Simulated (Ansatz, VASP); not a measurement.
# TiTe2 in two plane-wave programs

Wanted: the spread between two codes on one cell, functional and k mesh. The structure shown comes from an earlier Ansatz run, which isn't shown and may have moved the atoms alone.

Method: plane waves, with VASP 6.6.1 beside it; elastic constants at LDA, in Ansatz 0.2.0.

## (1) The structure

The structure is trigonal, space group P-3m1 (No. 164). The conventional cell has a = 3.667 Å, b = 3.667 Å, c = 6.336 Å, α = 90.00°, β = 90.00°, γ = 120.00°. Nearest to Ti lie 6 Te at 2.72 Å. Nearest to Te lie 3 Ti at 2.72 Å. Farther neighbours and most contacts between anions are not listed.

## (2) Ansatz: elastic constants, LDA

Ansatz runs on its default PAW (the set named soft_2) files.

Elastic constants are differences of stresses under small strains, so they test the stress and the mesh.

Input file input.yaml:

```yaml
crystal:
  lattice:
    - [3.6671362305, 0.0, 0.0]
    - [-1.8335681153, 3.1758331348, 0.0]
    - [0.0, 0.0, 6.3357398574]
  atoms:
    - { symbol: Ti, position: [0.0, 0.0, 0.0] }
    - { symbol: Te, position: [0.6666666667, 0.3333333333, 0.2692034249] }
    - { symbol: Te, position: [0.3333333333, 0.6666666667, 0.7307965751] }
kpoints:
  mp_grid: { grid: [12, 12, 6] }
hamiltonian:
  xc: lda
scf:
  occupations: { method: gaussian, width: 0.1 }
output:
  forces: true
  stress: true
  eigenvalues: true
elastic:
  mode: relaxed_ion
  stencil: two_point
```

Command:

```sh
$ ansatz run input.yaml --threads 2 --pin off --max-ram 5120MiB --backend cpu --events-out ev --progress --plain --runs-dir out
```

Numbers of over 12 decimals in the logs are rounded to 6 here.

The log of the run:

```text
Engine: ansatz 0.2.0, x86_64-unknown-linux-gnu
Pseudopotentials: kind: paw
Pseudopotential: Ti, paw, valence charge 12, recommended cutoff 420 eV (normal), Ti.paw.azcp
Pseudopotential: Te, paw, valence charge 16, recommended cutoff 420 eV (normal), Te.paw.azcp
Functional definition: SPW92
  exchange = slater_x
  correlation = pw_c
Crystal: 3 atoms, lattice volume = 73.787 Å³
Basis set: ecut = 420 eV, 1449 PW (Γ)
Bands: 27, of which v1, the nominal top of the filled ones, is band 22 counted from 1 (21 counted from 0)
Symmetry: 12 space group operations
Space group: P-3m1 (ITA 164), of the structure as read, at distance tolerance 4.2e-5 Å
k-points: 100 of 864
Non-local potential: Ti, projectors of the file, l = 0: 3, l = 1: 2, l = 2: 3, l = 3: 1
Non-local potential: Te, projectors of the file, l = 0: 2, l = 1: 2, l = 2: 2, l = 3: 2
PAW form: soft (Blöchl's): semilocal exchange-correlation on the pseudo side does not see the compensation charge
PAW frozen core: Ti, regenerated for the run's functional, and the local potential with it (the file was generated under x = pbe(κ = 0.804, μ = 0.219515), c = pbe(β = 0.066725))
PAW frozen core: Te, regenerated for the run's functional, and the local potential with it (the file was generated under x = pbe(κ = 0.804, μ = 0.219515), c = pbe(β = 0.066725))
PAW one-centre angular grid: Ti, 590 points (default); XC on 64 Gauss nodes
PAW one-centre angular grid: Te, 590 points (default); XC on 64 Gauss nodes
Initial density: superposition of atomic densities (neutral atoms: chi_scale 0, normalization atom), corrected by the library's trained network
Initial wavefunctions: pseudopotential atomic-orbital guess
Functional: x = slater, c = lda
SCF iter   1: F=—  HF=-16106.901820 eV  |F-HF|=—  |Δ(HF+E_count)|=         —  Δρ=6.43e-3  dr2=2.59e-2  ethr=1.77e-3  ⟨swp⟩=5.5  Hψ=11922  notcnv=0
preconditioner: auto → Kerker (q_TF=auto, 2.503 Å⁻¹)  [metal: Δε(μ)=0.022 eV  Ē_g=6.657 eV  σ=0.100 eV  W_gap=0.12  n_scr=22 (ndim 8)  ℏωp=17.3 eV  f_vac=0.007  D(μ)=1.16/eV (n_scr^D=2)]
SCF iter   2: F=—  HF=-16106.897329 eV  |F-HF|=—  |Δ(HF+E_count)|=   4.49e-3  Δρ=3.44e-3  dr2=7.28e-3  ethr=5.90e-5  ⟨swp⟩=1.1  Hψ=3509  notcnv=0  defer=1
SCF iter   3: F=—  HF=-16106.896233 eV  |F-HF|=—  |Δ(HF+E_count)|=   1.10e-3  Δρ=3.89e-4  dr2=1.49e-4  ethr=1.65e-5  ⟨swp⟩=2.6  Hψ=4762  notcnv=0  defer=1
SCF iter   4: F=—  HF=-16106.896193 eV  |F-HF|=—  |Δ(HF+E_count)|=   3.95e-5  Δρ=1.58e-4  dr2=2.22e-5  ethr=3.38e-7  ⟨swp⟩=2.0  Hψ=4751  notcnv=0  defer=1
SCF iter   5: F=—  HF=-16106.896176 eV  |F-HF|=—  |Δ(HF+E_count)|=   1.71e-5  Δρ=5.53e-5  dr2=5.19e-6  ethr=5.05e-8  ⟨swp⟩=2.0  Hψ=4555  notcnv=0  defer=1
SCF iter   6: F=—  HF=-16106.896174 eV  |F-HF|=—  |Δ(HF+E_count)|=   2.32e-6  Δρ=1.21e-5  dr2=1.52e-7  ethr=1.18e-8  ⟨swp⟩=3.0  Hψ=4632  notcnv=0  defer=1
SCF iter   7: F=—  HF=-16106.896175 eV  |F-HF|=—  |Δ(HF+E_count)|=   1.35e-6  Δρ=5.24e-6  dr2=3.13e-8  ethr=3.46e-10  ⟨swp⟩=2.0  Hψ=4748  notcnv=0  defer=1
SCF iter   8: F=—  HF=-16106.896175 eV  |F-HF|=—  |Δ(HF+E_count)|=   1.15e-8  Δρ=1.20e-6  dr2=2.44e-9  ethr=7.12e-11  ⟨swp⟩=2.0  Hψ=4752  notcnv=0  defer=1
SCF iter   9: F=—  HF=-16106.896175 eV  |F-HF|=—  |Δ(HF+E_count)|=  4.17e-10  Δρ=4.47e-7  dr2=4.38e-10  ethr=5.54e-12  ⟨swp⟩=3.0  Hψ=4893  notcnv=0  defer=1
SCF iter  10: F=—  HF=-16106.896175 eV  |F-HF|=—  |Δ(HF+E_count)|=  6.55e-11  Δρ=1.61e-7  dr2=3.22e-11  ethr=9.95e-13 (applied; sched 1.00e-12)  ⟨swp⟩=2.0  Hψ=3303  notcnv=0  defer=1
[...]
SCF 1 converged in 13 iterations: F = -16106.896175 eV  dr2 = 5.40e-15
  greatest PAW one-centre occupation: 0.999 electrons in one spin orbital (limit 2), on the Te atom at site 2 (counted from 0), in its partial waves of l = 2
relax step   1: F+E_penalty+E_count = -16106.89617491 eV  Δ(F+E_penalty+E_count) = +0.000e0 eV  max|allowed force component| = 1.273e-3 eV/Å  Δτ_max = 0.0000 Å  (13 SCF iters, accepted)
Initial density: handed on by an earlier stage of this run
Initial wavefunctions: pseudopotential atomic-orbital guess (no wavefunctions were taken with the density)
[...]
SCF 29 converged in 10 iterations: F = -16106.896149 eV  dr2 = 6.97e-19
relax step   3: F+E_penalty+E_count = -16106.89614943 eV  Δ(F+E_penalty+E_count) = -6.376e-9 eV  max|allowed force component| = 5.313e-7 eV/Å  Δτ_max = 0.0000 Å  (10 SCF iters, accepted)
[...]
SCF iter   1: F=—  HF=-16106.896149 eV  |F-HF|=—  |Δ(HF+E_count)|=         —  Δρ=3.81e-11  dr2=1.14e-18  ethr=1.00e-12  ⟨swp⟩=1.9  Hψ=30149  notcnv=0
iter 2 did not close the SCF: its close was put off for the readings that it lacked (scf_convergence_deferred on its scf_iter line)
SCF iter   2: F=-16106.896149 eV  HF=-16106.896149 eV  |F-HF|=5.46e-12  |Δ(HF+E_count)|=  1.82e-12  Δρ=2.02e-11  dr2=3.93e-19  ethr=2.27e-16 (applied; sched 1.00e-12)  ⟨swp⟩=2.1  Hψ=12219  notcnv=0
iter 3 did not close the SCF: its close was put off for the readings that it lacked (scf_convergence_deferred on its scf_iter line)
SCF iter   3: F=-16106.896149 eV  HF=-16106.896149 eV  |F-HF|=5.46e-12  |Δ(HF+E_count)|=    0.00e0  Δρ=1.22e-11  dr2=1.63e-19  ethr=2.27e-16 (applied; sched 1.00e-12)  ⟨swp⟩=1.0  Hψ=6534  notcnv=0
iter 4 did not close the SCF: its close was put off for the readings that it lacked (scf_convergence_deferred on its scf_iter line)
SCF iter   4: F=-16106.896149 eV  HF=-16106.896149 eV  |F-HF|=1.82e-12  |Δ(HF+E_count)|=  1.82e-12  Δρ=4.91e-12  dr2=2.41e-20  ethr=2.27e-16 (applied; sched 1.00e-12)  ⟨swp⟩=1.0  Hψ=6534  notcnv=0
iter 5 did not close the SCF: its close was put off for the readings that it lacked (scf_convergence_deferred on its scf_iter line)
SCF iter   5: F=-16106.896149 eV  HF=-16106.896149 eV  |F-HF|=1.82e-12  |Δ(HF+E_count)|=    0.00e0  Δρ=1.52e-12  dr2=3.35e-21  ethr=2.27e-16 (applied; sched 1.00e-12)  ⟨swp⟩=1.0  Hψ=6534  notcnv=0
SCF iter   6: F=-16106.896149 eV  HF=-16106.896149 eV  |F-HF|=1.82e-12  |Δ(HF+E_count)|=  1.82e-12  Δρ=6.75e-13  dr2=6.16e-22  ethr=1.00e-12  ⟨swp⟩=1.0  Hψ=14042  notcnv=0
SCF 30 converged in 6 iterations: F = -16106.896149 eV  dr2 = 6.16e-22
SCF converged after 14 iterations
Free energy (F): -16106.896175 eV
Harris-Foulkes:  -16106.896175 eV  (|F-HF|=7.28e-12)
Internal energy: -16106.890330 eV  (E = F + TS)
E sigma→0 (E₀):  -16106.893253 eV
Entropy (-TS):   -0.005845 eV (-1.948 meV/atom)
Fermi energy:    11.305585 eV
--- Per-component energies (eV) ---
  E_band       = -621.698676
  E_kinetic    = 638.960811
  E_local      = -3194.002911  (includes V_loc(G=0)·N_el)
  E_nonlocal   = -596.677667
  E_hartree    = 1900.937575
  E_xc         = -346.444404
  E_vxc        = -334.096305  (∫ρ·V_xc dr)
  E_paw        = -10019.792207  (= ΣΔE_a)
  E_vpaw       = -937.757451  (= ΣTr[D̂ρ^β])
  E_aug_tail   = -0.000303  (compensation charges beyond the density's cutoff)
  E_ewald      = -4491.554497
  E_core_change = 1.683273  (= ΣΔE_core)
  E_smearing   = -0.005845  (= −TS)
  E_closure    = -0.000000  (closes the sum)
  Σ components = -16106.896175   (vs F -16106.896175, Δ=0.00e0)
--- Forces (eV/Å), atoms counted from 1 ---
  atom   1  Ti     0.00000000    -0.00000000     0.00000000
  atom   2  Te    -0.00000000    -0.00000000    -0.00000014
  atom   3  Te     0.00000000     0.00000000     0.00000014
  max |Σ_I F_I| component: 3.68e-30 eV/Å
--- Stress (GPa, compression-positive) ---
       -0.000681       0.000000       0.000000
        0.000000      -0.000681       0.000000
        0.000000      -0.000000      -0.013745
  P = ⅓ Tr σ = -0.0050 GPa (-0.050 kbar)
--- Band table (eV; the first three rows and the last of 100) ---
  k-point 0: bands = [... 18 lower, 9.6575, 11.5263, 11.7392, 11.7392, 12.0677, 12.6532, 12.6532, 14.5652, ... 1 higher]
  k-point 1: bands = [... 18 lower, 9.6796, 10.7906, 11.7354, 11.7354, 12.2806, 12.5334, 12.5334, 14.7181, ... 1 higher]
  k-point 2: bands = [... 18 lower, 9.7262, 9.7262, 11.7280, 11.7280, 12.3233, 12.3233, 12.4005, 15.0014, ... 1 higher]
  k-point 99: bands = [... 18 lower, 7.4527, 7.7065, 9.5296, 9.5296, 12.3059, 12.3059, 12.4188, 14.6300, ... 1 higher]
--- Elastic constants: 3 strain directions × 2 members + reference (group order 12) ---
  dense FFT box of the reference and of every strained cell: 25×25×45
  strains applied: 11, 33, 23; error gains: componentwise 1.00 (the most a stress slope's error grows in a printed constant), spectral 1.41 (1 for all six strains in a standard setting)
  reference relaxed by the batch: 3 steps; max|allowed force component| 1.27e-3 eV/Å at the deck's positions, 1.50e-7 at the last accepted step, 1.35e-7 by the solve of record
  largest displacement 1.2e-4 Å; the constants are those of the deck's cell at these positions:
  atoms:
    - { symbol: Ti, position: [0, 0, 0.0] }
    - { symbol: Te, position: [0.666667, 0.333333, 0.269222] }
    - { symbol: Te, position: [0.333333, 0.666667, 0.730778] }
  C = ∂σ_k/∂η_j (tension-positive GPa; Voigt order 11 22 33 23 13 12):
        99.812     26.274     22.279      9.974     -0.000     -0.000
        26.274     99.812     22.279     -9.974      0.000     -0.000
        22.256     22.256     65.950      0.000      0.000     -0.000
         9.974     -9.974     -0.000     27.966      0.000      0.000
        -0.000      0.000     -0.000      0.000     27.966      9.974
         0.000      0.000      0.000      0.000      9.974     36.769
  reference stress σ⁰ (GPa):      0.001      0.001      0.014      0.000     -0.000     -0.000
  C* (energy form; C + prestress term) asymmetry max|C*_kj − C*_jk| = 9.327e-3 GPa — a small one proves nothing (zero by symmetry where the batch's group is 432, −43m or m−3m); a large one is finite-difference/SCF noise where every solve meets its electron count
  moduli (Voigt/Reuss/Hill, GPa): K = 45.24/43.36/44.30   G = 31.52/28.34/29.93   E = 73.29   ν = 0.224
  mechanically stable: yes (min eigenvalue of sym C = 21.47 GPa)
  strain η (Voigt 11):  stress-route row diagonal C_11 = 99.81 GPa, energy-path curvature d²(F+E_count+ΔE)/dδ²/Ω₀ = 99.81 GPa
         δ    σ_11 (GPa)             F (eV)   n_scf  n_hpsi   n_pw
    -2.000e-3      -0.2005      -16106.8960814       6   79790   1464   relax 4 steps, max|allowed force component| 1.27e-5 eV/Å
     2.000e-3       0.1988      -16106.8960824       6   79749   1464   relax 3 steps, max|allowed force component| 4.78e-7 eV/Å
  strain η (Voigt 33):  stress-route row diagonal C_33 = 65.95 GPa, energy-path curvature d²(F+E_count+ΔE)/dδ²/Ω₀ = 65.89 GPa
         δ    σ_33 (GPa)             F (eV)   n_scf  n_hpsi   n_pw
    -2.000e-3      -0.1203      -16106.8961242       6   32733   1464   relax 3 steps, max|allowed force component| 1.55e-7 eV/Å
     2.000e-3       0.1435      -16106.8961051       6   32723   1473   relax 3 steps, max|allowed force component| 3.31e-7 eV/Å
  strain η (Voigt 23):  stress-route row diagonal C_44 = 27.97 GPa, energy-path curvature d²(F+E_count+ΔE)/dδ²/Ω₀ = 27.96 GPa
         δ    σ_23 (GPa)             F (eV)   n_scf  n_hpsi   n_pw
    -2.000e-3      -0.0556      -16106.8961496       6   79930   1464   relax 4 steps, max|allowed force component| 1.94e-7 eV/Å
     2.000e-3       0.0563      -16106.8961494       6   80050   1464   relax 3 steps, max|allowed force component| 5.31e-7 eV/Å
```

[end of part 1 of 2]

[Lines on the potential files, build, host, timing and source positions are cut from VASP's logs without a mark.]

[Logs are printed without paths, hosts, clocks, repeated set-up lines and the standing remarks that a program may print on its own settings, such as how far it seeks lower states.]

[Hosts, paths, dates, database ids (printed as entryN), source tags and the programs' standing remarks are cut or masked in the printed files.]
